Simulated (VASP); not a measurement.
Consider the following.

```
NbAs
1.0
    3.29116     0.00000     0.00000
   -1.64558     2.85022     0.00000
    0.00000     0.00000     8.42430
Nb As
2 2
Direct
  0.33333   0.66667   0.03841
  0.66667   0.33333   0.53841
  0.33333   0.66667   0.33659
  0.66667   0.33333   0.83659
```

Method: PBEsol GGA, VASP's PBE PAW potentials (set 64) (plane waves; VASP 6.6.1). Run with 400 eV cut-off, 12×12×4 Γ-centred mesh, tetrahedra with Blöchl corrections, potentials Nb_sv As.

Problem. The job: NbAs (relaxed from the wurtzite structure, space group P6_3mc), 4 atoms, PBEsol, static run, 400 eV, 12×12×4 Γ-centred mesh. Roughly how much core time does it take on a busy server core?

Solution. About 3 core-minutes (one run on a shared machine, a rough figure). It had 57 irreducible k-points, 22 bands, up to 1467 plane waves and 17 electronic steps.

The structure was generated: NbAs was put into the wurtzite type (P6_3mc), which need not be its known phase. It was relaxed first, which changed the volume by -43 %.
